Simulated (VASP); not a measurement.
Wanted: the native input for a VASP 6.6.1 run.

* Task: single point
* Functional: PBE
* Potentials or basis: VASP PAW PBE potentials, release 64 (Se, Fe, Si)
* Cutoff: 520 eV
* k mesh: 8 × 5 × 4
* Occupations: fermi-dirac, width 0.05 eV
* Spin: collinear spin, ferromagnetic start
* Starting moments: [0.0, 0.0, 0.0, 0.0, 3.0, 0.0, 0.0] μB
* Further INCAR settings: ALGO = Normal; EDIFF = 1e-07; NBANDS = 33

The structure of FeSi2Se4 lies in POSCAR:

```
FeSi2Se4
1.0
    3.6047694431      0.0000000000      0.0000000000
    0.0071159150      6.5134065113      0.0000000000
    1.7364340422      2.9451384541      7.3724996877
Se Fe Si
4 1 2
Direct
    0.3966150000      0.0311850000      0.2211570000
    0.8767340000      0.5445900000      0.2651820000
    0.6070550000      0.9651230000      0.7796980000
    0.1239010000      0.4407520000      0.7352320000
    0.0065840000     -0.0000850000     -0.0035470000
    0.4290210000      0.4098960000      0.1490670000
    0.5853100000      0.5995240000      0.8513570000
```

The cell comes from a database or a generator and needn't be the stable form of this composition.

The cell isn't the ideal one: atoms moved at random, drawn with an rms of 0.05 Å.

These files were run (other wordings do the same):

INCAR

```
PREC = Accurate ; ENCUT = 520
EDIFF = 1E-7 ; ISMEAR = -1
SIGMA = 0.05 ; LREAL = False
LASPH = True ; NELM = 120
ALGO = Normal ; ISIF = 2
LWAVE = False ; LCHARG = False
ISPIN = 2 ; MAGMOM = 0 0 0 0 3 0 0
LORBIT = 11 ; LMAXMIX = 4
GGA = PE ; NBANDS = 33
```

KPOINTS

```
regular mesh
0
Gamma
  8 5 4
```

Potentials or basis: VASP PAW PBE potentials, release 64 (Se, Fe, Si).

Run with:

```console
$ cat potpaw_PBE.64/Se/POTCAR potpaw_PBE.64/Fe/POTCAR potpaw_PBE.64/Si/POTCAR > POTCAR
$ mpirun -np 1 vasp_std > vasp.out
```

Results of the run:

```
Pressure                                              : 0.3 GPa
Largest force                                         : 1.722 eV/Å
Band gap on the k mesh                                : none (metal or under the smearing width)
Net moment                                            : 3.74 μB per cell
Site moments                                          : Se +0.07, +0.04, +0.05; Fe +3.25; Si -0.00, +0.00 μB
Valence electrons inside the program's atomic spheres : Se 3.84, 3.86, 3.88, 3.81; Fe 6.71; Si 1.61, 1.60
```

Caveat: a cell with one magnetic atom can't hold antiferromagnetic order, which such compounds often take.

It took 11 min on 1 thread of Intel(R) Xeon(R) 6975P-C (Granite Rapids), on a shared host, peak memory 0.81 GiB.
